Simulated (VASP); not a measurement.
Input:

```xyz
2
Lattice="0.0000 1.9884 1.9884 1.9884 0.0000 1.9884 1.9884 1.9884 0.0000" Properties=species:S:1:pos:R:3 pbc="T T T"
Mg     0.0000     0.0000     0.0000
O      1.9884     1.9884     1.9884
```

Method: PBE GGA, VASP's PBE PAW potentials (set 64) (plane waves; VASP). Numerical set-up: 620 eV cut-off, 11×11×11 Γ-centred mesh, Gaussian smearing of 0.050 eV, potentials Mg O.

Question: Predict the energy per atom (σ→0), pressure, band gap (on the k-mesh) with the smallest direct gap where there is one.

Answer: 
```json
{
 "band gap (on the k-mesh)": "6.60 eV",
 "smallest direct gap (on the k-mesh)": "6.60 eV",
 "energy per atom (σ→0)": "-5.752 eV/atom",
 "pressure": "44.82 GPa"
}
```

Only differences to runs with the same potentials and settings are physical.

The compound is MgO in the rock salt structure. It was relaxed first under an external pressure of 45 GPa.
